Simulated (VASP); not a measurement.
Output of a VASP run:

### OUTCAR
```
 ion  position               nearest neighbor table
   1  0.000  0.000  0.000-   2 1.90   2 1.90   2 1.90   2 1.90
   2  0.250  0.250  0.250-   1 1.90   1 1.90   1 1.90   1 1.90
  LATTYP: Found a face centered cubic cell.
 ALAT       =     4.3800000000
 Subroutine PRICEL returns:
 Original cell was already a primitive cell.
 Subroutine GETGRP returns: Found 24 space group operations
The static configuration has the point symmetry T_d .
The dynamic configuration has the point symmetry T_d .
 Subroutine INISYM returns: Found 24 space group operations
 Subroutine IBZKPT returns following result:
 Found     35 irreducible k-points:

 Following reciprocal coordinates:
            Coordinates               Weight
  0.000000  0.000000  0.000000      1.000000
  0.111111  0.000000  0.000000      8.000000
  0.222222  0.000000  0.000000      8.000000
  0.333333  0.000000  0.000000      8.000000
  0.444444  0.000000  0.000000      8.000000
  0.111111  0.111111  0.000000      6.000000
  0.222222  0.111111  0.000000     24.000000
  0.333333  0.111111  0.000000     24.000000
  0.444444  0.111111  0.000000     24.000000
 -0.444444  0.111111  0.000000     24.000000
 -0.333333  0.111111  0.000000     24.000000
 -0.222222  0.111111  0.000000     24.000000
 -0.111111  0.111111  0.000000     12.000000
  0.222222  0.222222  0.000000      6.000000
  0.333333  0.222222  0.000000     24.000000
  0.444444  0.222222  0.000000     24.000000
 -0.444444  0.222222  0.000000     24.000000
 -0.333333  0.222222  0.000000     24.000000
 -0.222222  0.222222  0.000000     12.000000
  0.333333  0.333333  0.000000      6.000000
  0.444444  0.333333  0.000000     24.000000
 -0.444444  0.333333  0.000000     24.000000
 -0.333333  0.333333  0.000000     12.000000
  0.444444  0.444444  0.000000      6.000000
 -0.444444  0.444444  0.000000     12.000000
  0.333333  0.222222  0.111111     24.000000
  0.444444  0.222222  0.111111     48.000000
 -0.444444  0.222222  0.111111     48.000000
  0.444444  0.333333  0.111111     24.000000
 -0.444444  0.333333  0.111111     48.000000
 -0.333333  0.333333  0.111111     48.000000
 -0.222222  0.333333  0.111111     24.000000
 -0.444444  0.444444  0.111111     24.000000
 -0.333333  0.444444  0.111111     24.000000
 -0.333333  0.444444  0.222222     24.000000
   k-points           NKPTS =     35   k-points in BZ     NKDIM =     35   number of bands    NBANDS=      8
   number of dos      NEDOS =    301   number of ions     NIONS =      2
   total plane-waves  NPLWV =  13824
   dimension x,y,z NGX =    24 NGY =   24 NGZ =   24
   dimension x,y,z NGXF=    48 NGYF=   48 NGZF=   48
   ions per type =               1   1
   PREC   = accura    normal or accurate (medium, high low for compatibility)
   ISTART =      0    job   : 0-new  1-cont  2-samecut
   ICHARG =      2    charge: 1-file 2-atom 10-const
   ISPIN  =      1    spin polarized calculation?
   LNONCOLLINEAR =      F non collinear calculations
   LSORBIT =      F    spin-orbit coupling
   INIWAV =      1    electr: 0-lowe 1-rand  2-diag
   ENCUT  =  520.0 eV  38.22 Ry    6.18 a.u.   5.76  5.76  5.76*2*pi/ulx,y,z
   NELM   =    100;   NELMIN=  2; NELMDL= -5     # of ELM steps
   EDIFF  = 0.1E-05   stopping-criterion for ELM
   LREAL  =      F    real-space projection
   NLSPLINE    = F    spline interpolate recip. space projectors
   LMAXMIX     =    2 max onsite mixed and CHGCAR
   VOSKOWN=      0    Vosko Wilk Nusair interpolation
   EDIFFG = 0.1E-04   stopping-criterion for IOM
   NSW    =      0    number of steps for IOM
   NBLOCK =      1;   KBLOCK =      1    inner block; outer block
   IBRION =     -1    ionic relax: 0-MD 1-quasi-New 2-CG
   NFREE  =      0    steps in history (QN), initial steepest desc. (CG)
   ISIF   =      2    stress and relaxation
   ISYM   =      2    0-nonsym 1-usesym 2-fastsym
   TEIN   =    0.0    initial temperature
   TEBEG  =    0.0;   TEEND  =   0.0 temperature during run
...
```

OSZICAR:
```
       N       E                     dE             d eps       ncg     rms          rms(c)
DAV:   1     0.105987685207E+02    0.10599E+02   -0.35293E+03   560   0.712E+02
DAV:   2    -0.167525518985E+02   -0.27351E+02   -0.26885E+02   760   0.144E+02
DAV:   3    -0.172662608270E+02   -0.51371E+00   -0.50706E+00   632   0.258E+01
DAV:   4    -0.172678424240E+02   -0.15816E-02   -0.15816E-02   872   0.138E+00
DAV:   5    -0.172678446623E+02   -0.22382E-05   -0.22382E-05   624   0.413E-02    0.849E+00
DAV:   6    -0.149770989811E+02    0.22907E+01   -0.13132E+01   592   0.233E+01    0.289E+00
DAV:   7    -0.149681399613E+02    0.89590E-02   -0.10577E-01   584   0.336E+00    0.198E+00
DAV:   8    -0.149626122866E+02    0.55277E-02   -0.18289E-02   648   0.187E+00    0.404E-01
DAV:   9    -0.149623107519E+02    0.30153E-03   -0.82244E-04   752   0.226E-01    0.203E-01
DAV:  10    -0.149624177924E+02   -0.10704E-03   -0.25208E-04   632   0.138E-01    0.301E-02
DAV:  11    -0.149624168958E+02    0.89662E-06   -0.47639E-06   688   0.178E-02
   1 F= -.14962417E+02 E0= -.14962033E+02  d E =-.767733E-03
```

OUTCAR:
```
------------------------ aborting loop because EDIFF is reached ----------------------------------------
  FORCE on cell =-STRESS in cart. coord.  units (eV):
  Direction    XX          YY          ZZ          XY          YZ          ZX
  --------------------------------------------------------------------------------------
  Total        0.1862940      0.1862940      0.1862940      0.0000000      0.0000000      0.0000000
  in kB       14.2084665     14.2084665     14.2084665      0.0000000      0.0000000      0.0000000
  external PRESSURE =      14.2084665 kB  Pullay stress =       0.0000000 kB
  volume of cell :       21.01
      direct lattice vectors                 reciprocal lattice vectors
     0.000000000  2.190000000  2.190000000    -0.228310502  0.228310502  0.228310502
     2.190000000  0.000000000  2.190000000     0.228310502 -0.228310502  0.228310502
     2.190000000  2.190000000  0.000000000     0.228310502  0.228310502 -0.228310502
  FREE ENERGIE OF THE ION-ELECTRON SYSTEM (eV)
  ---------------------------------------------------
  free  energy   TOTEN  =       -14.9624168958 eV

  energy  without entropy=      -14.9616491623  energy(sigma->0) =      -14.96203303
```
(Selected blocks of OUTCAR.)

POSCAR:
```
AlN
1
    0.0000000000     2.1900000000     2.1900000000
    2.1900000000     0.0000000000     2.1900000000
    2.1900000000     2.1900000000     0.0000000000
Al N
1 1
Direct
  0.0000000000   0.0000000000   0.0000000000
  0.2500000000   0.2500000000   0.2500000000
```

Question: Write an INCAR and KPOINTS that could have produced this output.

Answer: Several could match; the one computed here: the input of the run itself, PBE GGA, plane waves, VASP's PBE PAW potentials (set 64).

**INCAR**
```
! general
SYSTEM=AlN
PREC  =Accurate
ENCUT =520
LREAL =F
LASPH =T
NELECT=7.98

! electronic loop
EDIFF =1E-6
NELM  =100
ALGO  =Normal

! smearing
ISMEAR=0
SIGMA =0.05

! functional
GGA   =PE

! ions
ISIF  =2

! output
LWAVE =F
LCHARG=F
```

File KPOINTS:
```
Automatic mesh
0
Gamma
9 9 9
0 0 0
```

POTCAR, in this order: Al N (PBE.64 set). Program: vasp_std.

The cell is charged, with a uniform compensating background.

The compound is AlN in the zinc blende structure, a metastable form; wurtzite is the usual one. The cell was not relaxed at this level. The run is one of a series of settings (NELECT = 7.98 against the base run), some of them coarse on purpose.
